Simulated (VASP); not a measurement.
# PtCl4 (Pm-3m) in VASP: a series of runs

The runs below take PtCl4 through single point, relaxation of cell and atoms, with PBE.

All numbers are computed with VASP 6.6.1; they aren't measurements. Logs are shortened: lines on timing, memory, paths and dates and some standing lists are left out, and cuts for length are marked.

## 1. The cell of the first run

Symmetry: Pm-3m, No. 221, cubic system. Conventional cell: a = 4.841 Å, b = 4.841 Å, c = 4.841 Å, α = 90.00°, β = 90.00°, γ = 90.00°. Pt (site symmetry m-3m) has 6 Cl at 2.42 Å as nearest neighbours. Cl (site symmetry m-3m) has 12 Cl at 3.42 Å as nearest neighbours. Cl (site symmetry 4/mmm) is surrounded by 2 Pt at 2.42 Å.

The cell was built by a generator and needn't be a form met in nature.

## 2. Single point, PBE (species swapped into the Mn4N type (Pm-3m, No. 221))

INCAR

```
SYSTEM = PtCl4
ALGO = Normal ; EDIFF = 1E-6
ENCUT = 520 ; GGA = PE
ISIF = 2 ; ISMEAR = 0
LASPH = .TRUE. ; LCHARG = .FALSE.
LREAL = .FALSE. ; LWAVE = .FALSE.
NBANDS = 27 ; NELM = 80
PREC = Accurate ; SIGMA = 0.1
```

KPOINTS

```
k-points
0
G
  8 8 8
  0 0 0
```

POSCAR

```
PtCl4
1.0
    4.8407633402      0.0000000000      0.0000000000
    0.0000000000      4.8407633402      0.0000000000
    0.0000000000      0.0000000000      4.8407633402
Pt Cl
1 4
Direct
    0.5000000000      0.5000000000      0.5000000000
    0.0000000000      0.0000000000      0.0000000000
    0.5000000000      0.5000000000      0.0000000000
    0.5000000000      0.0000000000      0.5000000000
    0.0000000000      0.5000000000      0.5000000000
```

Potentials or basis: VASP PAW PBE potentials, release 64 (Pt, Cl).

Started as:

```bash
cat potpaw_PBE.64/Pt/POTCAR potpaw_PBE.64/Cl/POTCAR > POTCAR
mpirun -np 1 vasp_std > vasp.out
```

OUTCAR:

```text
SYSTEM = PtCl4
   EDIFF = 1E-6
   ENCUT = 520
   GGA = PE
   ISIF = 2
   ISMEAR = 0
   LASPH = .TRUE.
   LREAL = .FALSE.
   NELM = 80
   PREC = Accurate

 ion  position               nearest neighbor table
   1  0.500  0.500  0.500-   3 2.42   4 2.42   5 2.42   3 2.42   4 2.42   5 2.42
   2  0.000  0.000  0.000-
   3  0.500  0.500  0.000-   1 2.42   1 2.42
   4  0.500  0.000  0.500-   1 2.42   1 2.42
   5  0.000  0.500  0.500-   1 2.42   1 2.42

  LATTYP: Found a simple cubic cell.
 ALAT       =     4.8407633402

  Lattice vectors:

 A1 = (   4.8407633402,   0.0000000000,   0.0000000000)
 A2 = (   0.0000000000,   4.8407633402,   0.0000000000)
 A3 = (   0.0000000000,   0.0000000000,   4.8407633402)

Analysis of symmetry for initial positions (statically):
=====================================================================
 Subroutine PRICEL returns:
 Original cell was already a primitive cell.

 Routine SETGRP: Setting up the symmetry group for a
 simple cubic supercell.

 Subroutine GETGRP returns: Found 48 space group operations
 (whereof 48 operations were pure point group operations)
 out of a pool of 48 trial point group operations.

The static configuration has the point symmetry O_h .

Analysis of symmetry for dynamics (positions and initial velocities):
=====================================================================
 Subroutine PRICEL returns:
 Original cell was already a primitive cell.

 Routine SETGRP: Setting up the symmetry group for a
 simple cubic supercell.

 Subroutine GETGRP returns: Found 48 space group operations
 (whereof 48 operations were pure point group operations)
 out of a pool of 48 trial point group operations.

The dynamic configuration has the point symmetry O_h .

 Subroutine INISYM returns: Found 48 space group operations
 (whereof 48 operations are pure point group operations),
 and found     1 'primitive' translations

----------------------------------------------------------------------------------------

                                     Primitive cell

  volume of cell :     113.4336

  direct lattice vectors                    reciprocal lattice vectors
     4.840763340  0.000000000  0.000000000     0.206578990  0.000000000  0.000000000
     0.000000000  4.840763340  0.000000000     0.000000000  0.206578990  0.000000000
     0.000000000  0.000000000  4.840763340     0.000000000  0.000000000  0.206578990

  length of vectors
     4.840763340  4.840763340  4.840763340     0.206578990  0.206578990  0.206578990

  position of ions in fractional coordinates (direct lattice)
     0.500000000  0.500000000  0.500000000
     0.000000000  0.000000000  0.000000000
     0.500000000  0.500000000  0.000000000
     0.500000000  0.000000000  0.500000000
     0.000000000  0.500000000  0.500000000

  ion indices of the primitive-cell ions
   primitive index   ion index
                 1           1
                 2           2
                 3           3
                 4           4
                 5           5

----------------------------------------------------------------------------------------

 KPOINTS: k-points

Automatic generation of k-mesh.
 Grid dimensions read from file:
 generate k-points for:    8    8    8

 Generating k-lattice:

  Cartesian coordinates                     Fractional coordinates (reciprocal lattice)
     0.025822374  0.000000000  0.000000000     0.125000000  0.000000000  0.000000000
     0.000000000  0.025822374  0.000000000     0.000000000  0.125000000  0.000000000
     0.000000000  0.000000000  0.025822374     0.000000000  0.000000000  0.125000000

  Length of vectors
     0.025822374  0.025822374  0.025822374

  Shift w.r.t. Gamma in fractional coordinates (k-lattice)
     0.000000000  0.000000000  0.000000000

 Subroutine IBZKPT returns following result:
 ===========================================

 Found     35 irreducible k-points:

 Following reciprocal coordinates:
            Coordinates               Weight
  0.000000  0.000000  0.000000      1.000000
  0.125000  0.000000  0.000000      6.000000
  0.250000  0.000000  0.000000      6.000000
  0.375000  0.000000  0.000000      6.000000
  0.500000  0.000000  0.000000      3.000000
  0.125000  0.125000  0.000000     12.000000
[... 16 lines left out ...]
  0.375000  0.375000  0.125000     24.000000
  0.500000  0.375000  0.125000     24.000000
 [... further k-points ...]
   k-points           NKPTS =     35   k-points in BZ     NKDIM =     35   number of bands    NBANDS=     27
   number of dos      NEDOS =    301   number of ions     NIONS =      5
   total plane-waves  NPLWV =  46656
   dimension x,y,z NGX =    36 NGY =   36 NGZ =   36
   dimension x,y,z NGXF=    72 NGYF=   72 NGZF=   72
   ions per type =               1   4
   NGX,Y,Z   is equivalent  to a cutoff of  12.36, 12.36, 12.36 a.u.
   NGXF,Y,Z  is equivalent  to a cutoff of  24.73, 24.73, 24.73 a.u.
 SYSTEM =  PtCl4
[... 31 lines left out ...]
  Fermi-wavevector in a.u.,A,eV,Ry     =   1.136987  2.148594 17.588789  1.292740
  Thomas-Fermi vector in A             =   2.273692
   LORBIT       =      0    0 simple, 1 ext, 2 COOP (PROOUT), +10 PAW based schemes
   GGA     = PE    functional components
   LHFCALC =     F    Hartree Fock is set to
   AEXX    =    0.0000 exact exchange contribution
   IVDW    =     0    specifies the selected vdW correction
   LEPSILON=     F    determine dielectric tensor
   LRPA    =     F    only Hartree local field effects (RPA)
 non-spin polarized calculation
 Gauss-broadening in eV      SIGMA  =   0.10
  energy-cutoff  :      520.00
  volume of cell :      113.43
 maximum number of plane-waves:      3112
   NGX = 19   NGY = 19   NGZ = 19

 number of electron      38.0000004 magnetization

 Free energy of the ion-electron system (eV)
  ---------------------------------------------------
  ext. energy  EPLUGINS =         0.00000000
  ---------------------------------------------------
  free energy    TOTEN  =       -12.75402404 eV

  energy without entropy =      -12.70882615  energy(sigma->0) =      -12.73142510

 E-fermi :   1.8725     XC(G=0):  -9.3034

 val. band max:        1.8660309500   @ k =   0.3750   0.3750   0.1250
 cond. band min:       1.8737973917   @ k =   0.5000   0.3750   0.2500
 fundamental gap:      0.0077664418
 Fermi energy:         1.8725287507

 k-point     1 :       0.0000    0.0000    0.0000
  band No.  band energies     occupation
      1     -13.4537      2.00000
      2     -12.5120      2.00000
      3     -12.5120      2.00000
      4     -10.8646      2.00000
      5      -2.4097      2.00000
      6      -2.4097      2.00000
[... 19 lines left out ...]
     26      11.8593      0.00000
     27      11.8593      0.00000

 k-point     2 :       0.1250    0.0000    0.0000
  band No.  band energies     occupation
      1     -13.4127      2.00000
      2     -12.5131      2.00000
      3     -12.5108      2.00000
      4     -10.8725      2.00000
      5      -2.7956      2.00000
      6      -2.3843      2.00000
[... 19 lines left out ...]
     26      11.9149      0.00000
     27      11.9544      0.00000

 k-point     3 :       0.2500    0.0000    0.0000
  band No.  band energies     occupation
      1     -13.3060      2.00000
      2     -12.5222      2.00000
      3     -12.5080      2.00000
      4     -10.8894      2.00000
      5      -3.5580      2.00000
      6      -2.3088      2.00000
[... 19 lines left out ...]
     26      12.0707      0.00000
     27      12.1760      0.00000

 k-point     4 :       0.3750    0.0000    0.0000
  band No.  band energies     occupation
      1     -13.1837      2.00000
      2     -12.5456      2.00000
      3     -12.5051      2.00000
      4     -10.9027      2.00000
      5      -4.1732      2.00000
      6      -2.1878      2.00000
[... 19 lines left out ...]
     26      12.3073      0.00000
     27      12.3593      0.00000
[... 516 lines left out ...]
      4     -10.9350      2.00000
      5      -4.4707      2.00000
      6      -3.4710      2.00000
[... 19 lines left out ...]
     26      11.8870      0.00000
     27      12.2297      0.00000

 k-point    23 :       0.3750    0.3750    0.1250
  band No.  band energies     occupation
      1     -12.8810      2.00000
      2     -12.5098      2.00000
      3     -12.5079      2.00000
      4     -10.9445      2.00000
      5      -4.4579      2.00000
      6      -3.9220      2.00000
[... 19 lines left out ...]
     26      12.0159      0.00000
     27      12.4997      0.00000

 k-point    24 :       0.5000    0.3750    0.1250
  band No.  band energies     occupation
      1     -12.8277      2.00000
      2     -12.5141      2.00000
      3     -12.5042      2.00000
      4     -10.9502      2.00000
      5      -4.6334      2.00000
      6      -3.9892      2.00000
[... 19 lines left out ...]
     26      12.1273      0.00000
     27      12.6986      0.00000

 [... further k-points ...]
[... 5 lines left out ...]
  --------------------------------------------------------------------------------------
  -------------------------------------------------------------------------------------
  Total       -0.1155345     -0.1155345     -0.1155345     -0.0000000     -0.0000000      0.0000000
  in kB       -1.6318519     -1.6318519     -1.6318519     -0.0000000     -0.0000000      0.0000000
  external PRESSURE =      -1.6318519 kB  Pullay stress =       0.0000000 kB

 VOLUME and BASIS-vectors are now :
 -----------------------------------------------------------------------------
  energy-cutoff  :      520.00
  volume of cell :      113.43
      direct lattice vectors                 reciprocal lattice vectors
     4.840763340  0.000000000  0.000000000     0.206578990  0.000000000  0.000000000
     0.000000000  4.840763340  0.000000000     0.000000000  0.206578990  0.000000000
     0.000000000  0.000000000  4.840763340     0.000000000  0.000000000  0.206578990

 POSITION                                       TOTAL-FORCE (eV/Angst)
 -----------------------------------------------------------------------------------
      2.42038      2.42038      2.42038         0.000000      0.000000      0.000000
      0.00000      0.00000      0.00000         0.000000      0.000000      0.000000
      2.42038      2.42038      0.00000         0.000000      0.000000      0.000000
      2.42038      0.00000      2.42038         0.000000      0.000000      0.000000
      0.00000      2.42038      2.42038         0.000000      0.000000      0.000000
 -----------------------------------------------------------------------------------
    total drift:                                0.000000      0.000000      0.000000

  FREE ENERGIE OF THE ION-ELECTRON SYSTEM (eV)
  ---------------------------------------------------
  free  energy   TOTEN  =       -12.7540240446 eV

  energy  without entropy=      -12.7088261509  energy(sigma->0) =      -12.73142510
```

Wall time 67 s (1 thread of Intel Xeon Platinum 8488C (Sapphire Rapids), shared host); peak memory 0.25 GiB.

What came out:

```yaml
Free_energy: -12.7540 eV
Pressure: -0.2 GPa
Band_gap_on_the_k_mesh: none (metal or under the smearing width)
```

Spin-orbit coupling is left out, which matters for the levels of Pt.

## 3. Relaxation of cell and atoms, PBE (species swapped into the Mn4N type (Pm-3m, No. 221))

INCAR

```
PREC = Accurate
ENCUT = 600
EDIFF = 1E-6
ISMEAR = 0
SIGMA = 0.1
LREAL = False
LASPH = True
NELM = 100
ALGO = Fast
ISIF = 3
LWAVE = False
LCHARG = False
GGA = PE
IBRION = 2
NSW = 100
EDIFFG = -0.01
```

KPOINTS

```
Automatic mesh
0
Gamma
  8 8 8
```

Edit POSCAR of step 2 so:

```diff
@@ -2,5 +2,5 @@
 1.0
-    4.8407633402      0.0000000000      0.0000000000
-    0.0000000000      4.8407633402      0.0000000000
-    0.0000000000      0.0000000000      4.8407633402
+    4.8285072080      0.0000000000      0.0000000000
+    0.0000000000      4.8285072080      0.0000000000
+    0.0000000000      0.0000000000      4.8285072080
 Pt Cl
```

Potentials or basis: VASP PAW PBE potentials, release 64 (Pt, Cl).

Started as:

```bash
cat potpaw_PBE.64/Pt/POTCAR potpaw_PBE.64/Cl/POTCAR > POTCAR
mpirun -np 1 vasp_std > vasp.out
```

It took 2.3 min on 1 thread of Intel Xeon Platinum 8488C (Sapphire Rapids), shared host; peak memory 0.3 GiB.

Results (log left out):

| Item | Value |
| --- | --- |
| Free energy | -12.7546 eV |
| Relaxed volume | 22.67 Å³/atom |
| Relaxed cell | a = 4.840 Å, b = 4.840 Å, c = 4.840 Å, α = 90.00°, β = 90.00°, γ = 90.00° |
| Space group after relaxing (to 0.05 Å) | Pm-3m (No. 221) |
| Energy gained by relaxing | 0.1 meV/atom |
| Ionic steps | 2 |
| Pressure after relaxing | -0.1 GPa |
| Band gap on the k mesh | none (metal or under the smearing width) |

The path:
| step | energy change (eV) | largest force (eV/Å) | pressure (GPa) | volume (Å³) |
| --- | --- | --- | --- | --- |
| 1 | 0.0000 | 0.0000 | 0.34 | 112.57 |
| 2 | -0.0007 | 0.0000 | -0.05 | 113.35 |

Final structure:
```
CELL_PARAMETERS angstrom
4.83960 0.00000 0.00000
0.00000 4.83960 0.00000
0.00000 0.00000 4.83960
ATOMIC_POSITIONS crystal
Pt 0.50000 0.50000 0.50000
Cl 0.00000 0.00000 0.00000
Cl 0.50000 0.50000 0.00000
Cl 0.50000 0.00000 0.50000
Cl 0.00000 0.50000 0.50000
```

Levels at points of the mesh, in eV from the Fermi level:
```
           k point  band 17  band 18  band 19  band 20  band 21  band 22  band 23
(0.00, 0.00, 0.00)    -1.62    -1.62    -0.07    -0.07    -0.07     2.13     7.68
(0.50, 0.00, 0.00)    -1.01    -0.94    -0.18    -0.02    -0.02     6.37     9.55
(0.50, 0.50, 0.00)    -0.43    -0.34    -0.21    -0.21     3.28     8.46     8.49
(0.50, 0.50, 0.50)     0.49     0.49     0.49     3.28     3.28     7.12     7.12
```

## 4. Single point, PBE (species swapped into the Mn4N type (Pm-3m, No. 221))

INCAR

```
PREC     = Accurate       # precision mode
ENCUT    = 520            # plane-wave cutoff, eV
EDIFF    = 1E-6           # SCF threshold, eV
ISMEAR   = 0              # smearing method
SIGMA    = 0.1            # smearing width, eV
LREAL    = False          # projectors in reciprocal space
LASPH    = True           # aspherical terms in the spheres
NELM     = 80             # most SCF steps
ALGO     = Normal         # electronic algorithm
ISIF     = 2              # what is computed and relaxed
LWAVE    = False          # write WAVECAR
LCHARG   = False          # write CHGCAR
GGA      = PE             # functional
NBANDS   = 27             # bands
```

KPOINTS

```
regular mesh
0
Gamma
  4 4 4
```

POSCAR is that of step 3.

Started as:

```bash
cat potpaw_PBE.64/Pt/POTCAR potpaw_PBE.64/Cl/POTCAR > POTCAR
mpirun -np 1 vasp_std > vasp.out
```

It took 20 s on 1 thread of Intel Xeon Platinum 8488C (Sapphire Rapids), shared host; peak memory 0.2 GiB.

It converged, with:

| Quantity | Value |
| --- | --- |
| Free energy | -12.9391 eV |
| Pressure | -0.2 GPa |
| Band gap on the k mesh | none (metal or under the smearing width) |

Levels at points of the mesh, in eV from the Fermi level:
| k point | band 18 | band 19 | band 20 | band 21 | band 22 | band 23 |
| --- | --- | --- | --- | --- | --- | --- |
| (0.00, 0.00, 0.00) | -1.67 | -0.03 | -0.03 | -0.03 | 2.04 | 7.69 |
| (0.50, 0.00, 0.00) | -0.89 | -0.31 | -0.04 | -0.04 | 6.31 | 9.54 |
| (0.50, 0.50, 0.00) | -0.45 | -0.17 | -0.17 | 3.18 | 8.28 | 8.43 |
| (0.50, 0.50, 0.50) | 0.48 | 0.48 | 3.19 | 3.19 | 7.06 | 7.06 |

Spin-orbit coupling is left out, which matters for the levels of Pt.

## 5. Relaxation of cell and atoms, PBE (species swapped into the Mn4N type (Pm-3m, No. 221))

INCAR

```
SYSTEM = PtCl4
PREC = Accurate ; ENCUT = 600
EDIFF = 1E-6 ; ISMEAR = 0
SIGMA = 0.1 ; LREAL = .False.
LASPH = .True. ; NELM = 80
ALGO = Fast ; ISIF = 3
LWAVE = .False. ; LCHARG = .False.
GGA = PE ; IBRION = 2
NSW = 90 ; EDIFFG = -0.04
```

KPOINTS

```
regular mesh
0
Gamma
  4 4 4
  0 0 0
```

Edit POSCAR of step 4 so:

```diff
@@ -2,5 +2,5 @@
 1.0
-    4.8285072080      0.0000000000      0.0000000000
-    0.0000000000      4.8285072080      0.0000000000
-    0.0000000000      0.0000000000      4.8285072080
+    5.1153537300      0.0000000000      0.0000000000
+    0.0000000000      5.1153537300      0.0000000000
+    0.0000000000      0.0000000000      5.1153537300
 Pt Cl
```

Started as:

```bash
cat potpaw_PBE.64/Pt/POTCAR potpaw_PBE.64/Cl/POTCAR > POTCAR
mpirun -np 1 vasp_std > vasp.out
```

Run time: 85 s. Hardware: 1 thread of Intel Xeon Platinum 8488C (Sapphire Rapids), shared host; peak memory 0.27 GiB.

The run converged. Its results:

* Free energy: -12.9404 eV
* Relaxed volume: 22.48 Å³/atom
* Relaxed cell: a = 4.826 Å, b = 4.826 Å, c = 4.826 Å, α = 90.00°, β = 90.00°, γ = 90.00°
* Space group after relaxing (to 0.05 Å): Pm-3m (No. 221)
* Energy gained by relaxing: 106.2 meV/atom
* Ionic steps: 3
* Pressure after relaxing: 0.0 GPa
* Band gap on the k mesh: none (metal or under the smearing width)

The path:
| step | energy change (eV) | largest force (eV/Å) | pressure (GPa) | volume (Å³) |
| --- | --- | --- | --- | --- |
| 1 | 0.0000 | 0.0000 | -6.60 | 133.85 |
| 2 | -0.5288 | 0.0000 | -0.65 | 113.61 |
| 3 | -0.5312 | 0.0000 | 0.01 | 112.38 |

Final structure:
```xyz
5
Lattice="4.8257 0.0000 0.0000 0.0000 4.8257 0.0000 0.0000 0.0000 4.8257" Properties=species:S:1:pos:R:3 pbc="T T T"
Pt    2.4128    2.4128    2.4128
Cl    0.0000    0.0000    0.0000
Cl    2.4128    2.4128    0.0000
Cl    2.4128    0.0000    2.4128
Cl    0.0000    2.4128    2.4128
```

Levels at points of the mesh, in eV from the Fermi level:
```
           k point  band 18  band 19  band 20  band 21  band 22  band 23
(0.00, 0.00, 0.00)    -1.67    -0.03    -0.03    -0.03     2.05     7.69
(0.50, 0.00, 0.00)    -0.90    -0.31    -0.04    -0.04     6.33     9.55
(0.50, 0.50, 0.00)    -0.45    -0.18    -0.18     3.19     8.30     8.43
(0.50, 0.50, 0.50)     0.48     0.48     3.20     3.20     7.06     7.06
```

Caveat: the volume moved by over 15 % at a fixed basis, so the end points are rough.

## 6. Single point, PBE (species swapped into the Mn4N type (Pm-3m, No. 221))

INCAR

```
ALGO = Fast
EDIFF = 1E-6
ENCUT = 520
GGA = PE
ISIF = 2
ISMEAR = 0
LASPH = T
LCHARG = F
LREAL = F
LWAVE = F
NBANDS = 27
NELM = 80
PREC = Accurate
SIGMA = 0.1
```

KPOINTS

```
k-points
0
Gamma
  4 4 4
```

POSCAR is that of step 5.

Potentials or basis: VASP PAW PBE potentials, release 64 (Pt, Cl).

Started as:

```bash
cat potpaw_PBE.64/Pt/POTCAR potpaw_PBE.64/Cl/POTCAR > POTCAR
mpirun -np 1 vasp_std > vasp.out
```

Run time: 31 s. Hardware: 1 thread of Intel Xeon Platinum 8488C (Sapphire Rapids), shared host; peak memory 0.24 GiB.

It converged, with:

| Property | Result |
| --- | --- |
| Free energy | -12.4088 eV |
| Pressure | -6.7 GPa |
| Band gap on the k mesh | none (metal or under the smearing width) |

Levels at points of the mesh, in eV from the Fermi level:
```
           k point  band 18  band 19  band 20  band 21  band 22  band 23
(0.00, 0.00, 0.00)    -1.26    -0.03    -0.03    -0.03     1.52     7.52
(0.50, 0.00, 0.00)    -0.62    -0.46    -0.04    -0.04     4.97     9.04
(0.50, 0.50, 0.00)    -0.38    -0.13    -0.13     2.30     6.59     8.07
(0.50, 0.50, 0.50)     0.32     0.32     2.30     2.30     6.98     6.98
```

Spin-orbit coupling is left out, which matters for the levels of Pt.

## 7. Overview

```tsv
task	cell	k mesh	cutoff (eV)	gap on the mesh (eV)	pressure (GPa)	relaxed volume (Å³/atom)
single point	species swapped into the Mn4N type (Pm-3m, No. 221)	8 × 8 × 8	520	none	-0.2	-
relaxation of cell and atoms	relaxed from: species swapped into the Mn4N type (Pm-3m, No. 221)	8 × 8 × 8	600	none	-0.1	22.67
single point	species swapped into the Mn4N type (Pm-3m, No. 221)	4 × 4 × 4	520	none	-6.7	-
relaxation of cell and atoms	relaxed from: species swapped into the Mn4N type (Pm-3m, No. 221)	4 × 4 × 4	600	none	0.0	22.48
```

Alike in all rows: level PBE; potentials or basis VASP PAW PBE potentials, release 64 (Pt, Cl); no spin polarisation; smearing gaussian 0.1 eV.

Caveats: the volume moved by over 15 % at a fixed basis, so the end points are rough (some runs).

Absolute energies hang on the potentials; compare differences alone.
